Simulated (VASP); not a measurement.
VASP ran on this input.

### POSCAR
```
Ba
1
   -2.5100000000     2.5100000000     2.5100000000
    2.5100000000    -2.5100000000     2.5100000000
    2.5100000000     2.5100000000    -2.5100000000
Ba
1
Direct
  0.0000000000   0.0000000000   0.0000000000
```

INCAR:
```
SYSTEM = Ba
PREC = Accurate; ENCUT = 400; LREAL = .False.
LASPH = .True.
EDIFF = 1E-6; NELM = 100; ALGO = Normal
LMAXMIX = 4
ISMEAR = 1; SIGMA = 0.1
GGA = PE; IVDW = 13
ISIF = 2
LWAVE = .False.; LCHARG = .False.
```

**KPOINTS**
```
Automatic mesh
0
Gamma
9 9 9
0 0 0
```

POTCAR, in this order: Ba_sv (PBE.64 set). Program: vasp_std.

Q: Write an equivalent input for Ansatz.

A: One equivalent input (not run):
Ansatz 0.2 input:
```yaml
crystal:
  lattice:
    - [-2.5100000, 2.5100000, 2.5100000]
    - [2.5100000, -2.5100000, 2.5100000]
    - [2.5100000, 2.5100000, -2.5100000]
  atoms:
    - { symbol: Ba, position: [0.0000000, 0.0000000, 0.0000000] }
kpoints:
  mp_grid: { grid: [9, 9, 9] }
hamiltonian:
  xc: pbe
  dispersion: d4
  pseudopotentials: { kind: paw }
scf:
  occupations: { method: methfessel_paxton, width: 0.1 }
  max_iter: 100
output: { forces: true, stress: true, eigenvalues: true }
```
The two are equivalent in intent, not identical: each code has its own PAW files, so the cut-off isn't converted (ENCUT is set for VASP's; basis.ecutwfc is left out, and Ansatz then takes the one that its files recommend); Ansatz stops its SCF on the density residual and VASP on the energy change (EDIFF).

The compound is Ba in the bcc structure. The cell was not relaxed at this level. The run is one of a series of settings (IVDW = 13 against the base run), some of them coarse on purpose.
